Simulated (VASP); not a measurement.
Output of a VASP run:

OSZICAR:
```
       N       E                     dE             d eps       ncg     rms          rms(c)
DAV:   1    -0.526270610208E+02   -0.52627E+02   -0.11111E-04   870   0.637E-02    0.180E-02
DAV:   2    -0.526270529646E+02    0.80562E-05   -0.67889E-05   870   0.503E-02    0.565E-03
DAV:   3    -0.526270514443E+02    0.15203E-05   -0.60832E-06   774   0.174E-02    0.228E-03
DAV:   4    -0.526270502753E+02    0.11690E-05   -0.34786E-06   698   0.156E-02    0.180E-03
DAV:   5    -0.526270501318E+02    0.14352E-06   -0.63543E-07   506   0.491E-03
   1 F= -.52627050E+02 E0= -.52627050E+02  d E =-.784450E-21
```

### OUTCAR
```
------------------------ aborting loop because EDIFF is reached ----------------------------------------
  FORCE on cell =-STRESS in cart. coord.  units (eV):
  Direction    XX          YY          ZZ          XY          YZ          ZX
  --------------------------------------------------------------------------------------
  Total       -3.3913533     -3.3913533     -0.6628265      0.0000000      0.0000000      0.0000000
  in kB      -19.4877276    -19.4877276     -3.8087990      0.0000000      0.0000000      0.0000000
  external PRESSURE =     -14.2614180 kB  Pullay stress =       0.0000000 kB
  volume of cell :      278.82
      direct lattice vectors                 reciprocal lattice vectors
     3.377184839  0.000000000  0.000000000     0.296104610  0.000000000  0.000000000
     0.000000000  3.377184839  0.000000000     0.000000000  0.296104610  0.000000000
     0.000000000  0.000000000 24.446278337     0.000000000  0.000000000  0.040906022
 POSITION                                       TOTAL-FORCE (eV/Angst)
 -----------------------------------------------------------------------------------
      0.00000      1.68859      8.69670        -0.000000      0.000000     -0.018650
      0.00000      1.68859     13.43112         0.000000     -0.000000      0.022319
      1.68859      0.00000     11.01516        -0.000000      0.000000     -0.022319
      1.68859      0.00000     15.74958        -0.000000      0.000000      0.018650
      1.68859      0.00000      8.67228         0.000000      0.000000      0.024723
      0.00000      1.68859     11.02897        -0.000000      0.000000     -0.000009
      1.68859      0.00000     13.41731         0.000000      0.000000      0.000009
      0.00000      1.68859     15.77400        -0.000000      0.000000     -0.024723
 -----------------------------------------------------------------------------------
    total drift:                                0.000000      0.000000      0.000000
  FREE ENERGIE OF THE ION-ELECTRON SYSTEM (eV)
  ---------------------------------------------------
  free  energy   TOTEN  =       -52.6270501318 eV

  energy  without entropy=      -52.6270501318  energy(sigma->0) =      -52.62705013

 total charge

# of ion       s       p       d       tot
------------------------------------------
    1        1.557   3.414   0.000   4.971
    2        1.556   3.443   0.000   4.999
    3        1.556   3.443   0.000   4.999
    4        1.557   3.414   0.000   4.971
    5        2.039   5.867   0.298   8.205
    6        2.043   5.883   0.320   8.246
    7        2.043   5.883   0.320   8.246
    8        2.039   5.867   0.298   8.205
--------------------------------------------------
tot         14.391  37.215   1.236  52.842
```
(Selected blocks of OUTCAR.)

File POSCAR:
```
CaO(100) slab
1
    3.3771848391     0.0000000000     0.0000000000
    0.0000000000     3.3771848391     0.0000000000
    0.0000000000     0.0000000000    24.4462783369
O Ca
4 4
Direct
  0.0000000000   0.5000000000   0.3557474502
  0.0000000000   0.5000000000   0.5494138217
  0.5000000000   1.0000000000   0.4505861783
  0.5000000000   1.0000000000   0.6442525498
  0.5000000000   1.0000000000   0.3547484399
  0.0000000000   0.5000000000   0.4511514012
  0.5000000000   1.0000000000   0.5488485988
  0.0000000000   0.5000000000   0.6452515601
```

**Question.** Reconstruct the remaining input files.

**Answer.** This is not unique; one that fits is the input of the run itself, PBEsol GGA, plane waves, VASP's PBE PAW potentials (set 64).

INCAR:
```
SYSTEM = CaO(100) slab
PREC = Normal
ENCUT = 450
EDIFF = 1E-6
NELM = 100
ALGO = Normal
LREAL = .FALSE.
LASPH = .TRUE.
ISMEAR = 0
SIGMA = 0.05
GGA = PS
LWAVE = .FALSE.
LCHARG = .FALSE.
NELMIN = 4
LDIPOL = .TRUE.
IDIPOL = 3
DIPOL = 0.5 0.5 0.5
LVHAR = .TRUE.
LORBIT = 11
```

KPOINTS:
```
Automatic mesh
0
Gamma
6 6 1
0 0 0
```

POTCAR, in this order: O Ca_sv (PBE.64 set). Program: vasp_std. Read from the step before: WAVECAR.

At this cut-off the stress carries a Pulay error, which pulls relaxed volumes low.

The cell is a thin slab with vacuum, built from CaO (rock salt): (100) face.
